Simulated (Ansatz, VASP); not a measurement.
## VCl2O: VASP beside Ansatz

Wanted: the spread between two codes on one cell, functional and k mesh. The cell is taken from a series of runs on this material, whose earlier steps may have relaxed or scaled it; both programs get it as it stands.

Main program and level: Ansatz 0.2.0; plane waves, with VASP 6.6.1 beside it; single point at PBEsol.

### 1. Set-up

It takes space group P1 (No. 1, triclinic). Conventional cell: a = 3.518 Å, b = 3.642 Å, c = 7.017 Å, α = 105.04°, β = 104.52°, γ = 90.00°. Nearest to V lie 2 O at 1.77 to 1.87 Å and 4 Cl at 2.40 to 2.50 Å. Cl has 2 V at 2.40 to 2.44 Å nearest. Nearest to Cl lie 2 V at 2.43 to 2.50 Å. O has 2 V at 1.77 to 1.87 Å nearest. Farther neighbours and most contacts between anions are not listed.

### 2. Ansatz: single point, PBEsol

Ansatz runs on its default PAW (the set named soft_2) files.

A single point gives forces, pressure and levels at one fixed geometry, so differences don't come from the geometry; what else differs is listed under the comparison.

Contents of input.yaml:

```yaml
crystal:
  lattice:
    - [-1.758944, 1.82108, 6.544549]
    - [1.758944, -1.82108, 6.544549]
    - [1.758944, 1.82108, -6.544549]
  atoms:
    - { symbol: V, position: [0.500997, -0.004972, 0.492833], spin: 2.0 }
    - { symbol: Cl, position: [0.632673, 0.614611, -0.010418] }
    - { symbol: Cl, position: [0.37328, 0.377758, 0.012006] }
    - { symbol: O, position: [0.010855, -0.000309, 0.013292] }
hamiltonian:
  xc: pbesol
  pseudopotentials: { kind: paw }
magnetization:
  spin_polarized: true
kpoints:
  mp_grid: { grid: [6, 7, 9] }
scf:
  occupations: { method: fermi_dirac, width: 0.05 }
  n_extra_bands: 8
output:
  forces: true
  stress: true
  eigenvalues: true
  write_density: true
  write_potential: true
  elf: true
  volumetric_format: npy
```

The run is started by

```bash
ansatz run input.yaml --threads 2 --pin off --max-ram 4608MiB --backend cpu --events-out ev --progress --plain --runs-dir out
```

Numbers of over 12 decimals in the logs are rounded to 6 here.

The log of the run:

```text
basis.fft_grid_basis auto: the FFT boxes are laid along the combinations [[1, -1, 0], [0, 1, 0], [0, 1, 1]] of the cell's own vectors, 5.064, 7.017 and 3.518 Å long. The dense box has 36×48×24 points. Along the cell's own vectors, as sized, it would have 48×48×48, 2.67 times as many. basis.fft_grid_basis: typed keeps the cell's own vectors: state it where this run's energies or levels are differenced outside the engi [...]
scf.n_extra_bands = 8 over 17 filled bands (N_el = 33.0): the run solves 25 bands
Engine: ansatz 0.2.0, aarch64-unknown-linux-gnu
Pseudopotentials: kind: paw
Pseudopotential: V, paw, valence charge 13, recommended cutoff 420 eV (normal), V.paw.azcp
Pseudopotential: Cl, paw, valence charge 7, recommended cutoff 420 eV (normal), Cl.paw.azcp
Pseudopotential: O, paw, valence charge 6, recommended cutoff 420 eV (normal), O.paw.azcp
Functional definition: PBEsol
  exchange = pbesol_x
  correlation = pbesol_c
Crystal: 4 atoms, lattice volume = 83.853 Å³
Basis set: ecut = 420 eV, 1639 PW (Γ), FFT grids on a1−a2, a2, a2+a3, exchange–correlation on 72×96×48 points (8 copies of the dense FFT grid, shifted against one another)
Bands: 25, of which v1, the nominal top of the filled ones, is band 17 counted from 1 (16 counted from 0)
Symmetry: 1 space group operations
Space group: P1 (ITA 1), of the structure as read, at distance tolerance 4.4e-5 Å
Magnetic group: BNS 1.1 (UNI 1), of the structure as read, at distance tolerance 4.4e-5 Å
k-points: 190 of 378 (time reversal used)
Non-local potential: V, projectors of the file, l = 0: 3, l = 1: 2, l = 2: 3, l = 3: 1
Non-local potential: Cl, projectors of the file, l = 0: 2, l = 1: 2, l = 2: 2
Non-local potential: O, projectors of the file, l = 0: 2, l = 1: 2, l = 2: 1
PAW form: soft (Blöchl's): semilocal exchange-correlation on the pseudo side does not see the compensation charge
PAW frozen core: V, regenerated for the run's functional, and the local potential with it (the file was generated under x = pbe(κ = 0.804, μ = 0.219515), c = pbe(β = 0.066725))
PAW frozen core: Cl, regenerated for the run's functional, and the local potential with it (the file was generated under x = pbe(κ = 0.804, μ = 0.219515), c = pbe(β = 0.066725))
PAW frozen core: O, regenerated for the run's functional, and the local potential with it (the file was generated under x = pbe(κ = 0.804, μ = 0.219515), c = pbe(β = 0.066725))
PAW one-centre angular grid: V, 590 points (default); XC on 64 Gauss nodes
PAW one-centre angular grid: Cl, 110 points (default); XC on 64 Gauss nodes
PAW one-centre angular grid: O, 110 points (default); XC on 64 Gauss nodes
Initial density: superposition of atomic densities (chi_scale 0.1, normalization cell, long waves kept (reshape's long-wave potential 0.12 eV rms))
Starting moments: Σ|m| = 2 μB on 1 of 4 sites
Initial wavefunctions: pseudopotential atomic-orbital guess
Functional: x = pbesol(κ = 0.804, μ = 0.123457), c = pbesol(β = 0.046)
SCF iter   1: F=—  HF=-5572.051095 eV  |F-HF|=—  |Δ(HF+E_count)|=         —  Δρ=3.40e-2 (↑2.90e-2 ↓3.40e-2)  dr2=2.54e0  dr2_m=4.81e-1  M=1.000 μB ∫|m|=1.382 μB  β_m=0.30  ethr=3.10e-3  ⟨swp⟩=6.2  Hψ=44322  notcnv=0  defer=7
Mixer restart at iter 1: flushing history
preconditioner: auto → Kerker (q_TF=auto, 2.336 Å⁻¹)  [metal: Δε(μ)=0.003 eV  Ē_g=11.465 eV  σ=0.050 eV  W_gap=0.01  n_scr=20 (ndim 8)  ℏωp=20.3 eV  f_vac=0.127  D(μ)=2.80/eV (n_scr^D=20)]
spin=Collinear: Kerker preconditioning applied to the charge; magnetization (m = ρ↑ − ρ↓) channel mixes plain (no charge-response kernel on spin).
SCF iter   2: F=—  HF=-5571.822293 eV  |F-HF|=—  |Δ(HF+E_count)|=   2.29e-1  Δρ=2.48e-2 (↑2.14e-2 ↓2.48e-2)  dr2=1.57e0  dr2_m=2.51e-1  M=1.000 μB ∫|m|=1.390 μB  β_m=0.65  ethr=3.10e-3  ⟨swp⟩=2.0  Hψ=13852  notcnv=0  defer=400
SCF iter   3: F=—  HF=-5571.517922 eV  |F-HF|=—  |Δ(HF+E_count)|=   3.04e-1  Δρ=9.19e-3 (↑9.19e-3 ↓7.93e-3)  dr2=3.55e-1  dr2_m=1.39e-3  M=1.000 μB ∫|m|=1.358 μB  β_m=0.58  ethr=3.10e-3  ⟨swp⟩=2.4  Hψ=15783  notcnv=0  defer=1045
SCF iter   4: F=—  HF=-5571.481222 eV  |F-HF|=—  |Δ(HF+E_count)|=   3.67e-2  Δρ=3.04e-3 (↑3.04e-3 ↓2.91e-3)  dr2=8.34e-2  dr2_m=5.33e-4  M=1.000 μB ∫|m|=1.367 μB  β_m=0.79  ethr=1.08e-3  ⟨swp⟩=2.1  Hψ=14578  notcnv=0  defer=1080
SCF iter   5: F=—  HF=-5571.487975 eV  |F-HF|=—  |Δ(HF+E_count)|=         —  Δρ=1.33e-3 (↑1.33e-3 ↓1.20e-3)  dr2=1.62e-2  dr2_m=2.68e-5  M=1.000 μB ∫|m|=1.348 μB  β_m=0.79  ethr=2.53e-4  ⟨swp⟩=2.9  Hψ=16236  notcnv=0  defer=1086
Mixer restart at iter 5: flushing history
SCF iter   6: F=—  HF=-5571.489972 eV  |F-HF|=—  |Δ(HF+E_count)|=   2.00e-3  Δρ=9.04e-4 (↑9.04e-4 ↓7.70e-4)  dr2=9.74e-3  dr2_m=2.77e-5  M=1.000 μB ∫|m|=1.352 μB  β_m=0.89  ethr=4.91e-5  ⟨swp⟩=2.3  Hψ=14423  notcnv=0  defer=1086
SCF iter   7: F=—  HF=-5571.491345 eV  |F-HF|=—  |Δ(HF+E_count)|=   1.37e-3  Δρ=5.20e-4 (↑5.20e-4 ↓4.90e-4)  dr2=4.79e-3  dr2_m=1.98e-6  M=1.000 μB ∫|m|=1.351 μB  β_m=0.86  ethr=2.95e-5  ⟨swp⟩=2.0  Hψ=11605  notcnv=0  defer=1086
SCF iter   8: F=—  HF=-5571.492455 eV  |F-HF|=—  |Δ(HF+E_count)|=   1.11e-3  Δρ=1.71e-4 (↑1.64e-4 ↓1.71e-4)  dr2=4.62e-4  dr2_m=1.00e-6  M=1.000 μB ∫|m|=1.352 μB  β_m=0.97  ethr=1.45e-5  ⟨swp⟩=2.0  Hψ=14267  notcnv=0  defer=1086
SCF iter   9: F=—  HF=-5571.492535 eV  |F-HF|=—  |Δ(HF+E_count)|=   7.99e-5  Δρ=2.25e-4 (↑2.25e-4 ↓1.23e-4)  dr2=1.09e-4  dr2_m=2.31e-6  M=1.000 μB ∫|m|=1.350 μB  β_m=0.98  ethr=1.40e-6  ⟨swp⟩=2.0  Hψ=12864  notcnv=0  defer=1086
SCF iter  10: F=—  HF=-5571.492544 eV  |F-HF|=—  |Δ(HF+E_count)|=   8.58e-6  Δρ=3.26e-5 (↑3.26e-5 ↓2.99e-5)  dr2=3.98e-6  dr2_m=8.43e-9  M=1.000 μB ∫|m|=1.350 μB  β_m=0.99  ethr=3.30e-7  ⟨swp⟩=2.6  Hψ=15258  notcnv=0  defer=1086
SCF iter  11: F=—  HF=-5571.492547 eV  |F-HF|=—  |Δ(HF+E_count)|=   3.30e-6  Δρ=1.64e-5 (↑1.64e-5 ↓1.36e-5)  dr2=7.56e-7  dr2_m=5.71e-9  M=1.000 μB ∫|m|=1.351 μB  β_m=1.00  ethr=1.21e-8  ⟨swp⟩=2.0  Hψ=14789  notcnv=0  defer=1086
SCF iter  12: F=—  HF=-5571.492548 eV  |F-HF|=—  |Δ(HF+E_count)|=   7.21e-7  Δρ=5.03e-6 (↑5.03e-6 ↓4.11e-6)  dr2=7.92e-8  dr2_m=6.30e-10  M=1.000 μB ∫|m|=1.351 μB  β_m=1.00  ethr=2.29e-9  ⟨swp⟩=2.0  Hψ=14047  notcnv=0  defer=1086
SCF iter  13: F=-5571.492548 eV  HF=-5571.492548 eV  |F-HF|=1.01e-8  |Δ(HF+E_count)|=   9.65e-8  Δρ=2.52e-6 (↑2.52e-6 ↓1.65e-6)  dr2=1.95e-8  dr2_m=1.89e-10  M=1.000 μB ∫|m|=1.351 μB  ethr=2.40e-10  ⟨swp⟩=11.6  Hψ=62832  notcnv=0
SCF 1 converged in 13 iterations: F = -5571.492548 eV  dr2 = 1.95e-8
  greatest PAW one-centre occupation: 1.000 electrons in one spin orbital (limit 2), on the V atom at site 0 (counted from 0), in its partial waves of l = 0
SCF converged after 13 iterations
Magnetization: 1.0000 μB (17.0000 up, 16.0000 down)
Absolute magnetization: 1.3501 μB (∫|ρ↑−ρ↓|, with the PAW one-centre terms)
Spin contamination: 0.0237 ħ² per cell (⟨S²⟩ above its minimum at these occupations)
Per-site moments (μB) at R_I (Å): [(0.782773, 0.732184), (-0.015917, 0.991230), (-0.017196, 1.002158), (-0.104010, 0.732184)]
Free energy (F): -5571.492548 eV
Harris-Foulkes:  -5571.492548 eV  (|F-HF|=1.01e-8)
Internal energy: -5571.475440 eV  (E = F + TS)
E sigma→0 (E₀):  -5571.483994 eV
Entropy (-TS):   -0.017107 eV (-4.277 meV/atom)
Fermi energy:    3.659049 eV
--- Per-component energies (eV) ---
  E_band       = -395.039571
  E_kinetic    = 824.112804
  E_local      = -3382.098070  (includes V_loc(G=0)·N_el)
  E_nonlocal   = 58.980455
  E_hartree    = 1411.444560
  E_xc         = -410.620846
  E_vxc        = -496.165269  (∫ρ·V_xc dr)
  E_paw        = -2519.346898  (= ΣΔE_a)
  E_vpaw       = -222.766053  (= ΣTr[D̂ρ^β])
  E_aug_tail   = 0.002841  (compensation charges beyond the density's cutoff)
  E_ewald      = -1554.292119
  E_core_change = 0.341831  (= ΣΔE_core)
  E_smearing   = -0.017107  (= −TS)
  E_closure    = 0.000000  (closes the sum)
  Σ components = -5571.492548   (vs F -5571.492548, Δ=0.00e0)
--- Forces (eV/Å), atoms counted from 1 ---
  atom   1  V      0.04232872    -0.50425056    -0.44512611
  atom   2  Cl     0.18326472     0.12183128    -0.64280484
  atom   3  Cl    -0.12214132     0.12489601     0.90048147
  atom   4  O     -0.10344845     0.25748561     0.18739499
  max |Σ_I F_I| component: 5.45e-5 eV/Å
--- Stress (GPa, compression-positive) ---
       -5.617909       0.028317       0.976817
        0.028317      -7.061674      -0.043668
        0.976817      -0.043668      -5.161222
  P = ⅓ Tr σ = -5.9469 GPa (-59.469 kbar)
--- Band table (eV; the first three rows and the last of 380) ---
  k-point 0 ↑: bands = [... 13 lower, 2.0548, 2.2480, 2.4235, 2.9235, 3.4746, 4.0729, 5.4406, 5.6163, ... 4 higher]
  k-point 1 ↑: bands = [... 13 lower, 1.5832, 2.1513, 2.2866, 3.1781, 3.8994, 4.1509, 5.4246, 6.0488, ... 4 higher]
  k-point 2 ↑: bands = [... 13 lower, 1.3398, 2.0059, 2.1972, 3.4515, 4.5758, 4.6424, 5.4202, 6.9424, ... 4 higher]
  k-point 189 ↓: bands = [... 13 lower, 1.0446, 1.5250, 1.7873, 5.3850, 5.8713, 6.1281, 6.1648, 8.0726, ... 4 higher]
```

The run ends at a pressure of -5.95 GPa, with forces up to 0.92 eV/Å.

(Part 1 of 2 ends here.)

[Lines on the potential files, build, host, timing and source positions are cut from VASP's logs without a mark.]

[Logs are printed without paths, hosts, clocks, repeated set-up lines and the standing remarks that a program may print on its own settings, such as how far it seeks lower states.]

[Hosts, paths, dates, database ids (printed as entryN), source tags and the programs' standing remarks are cut or masked in the printed files.]
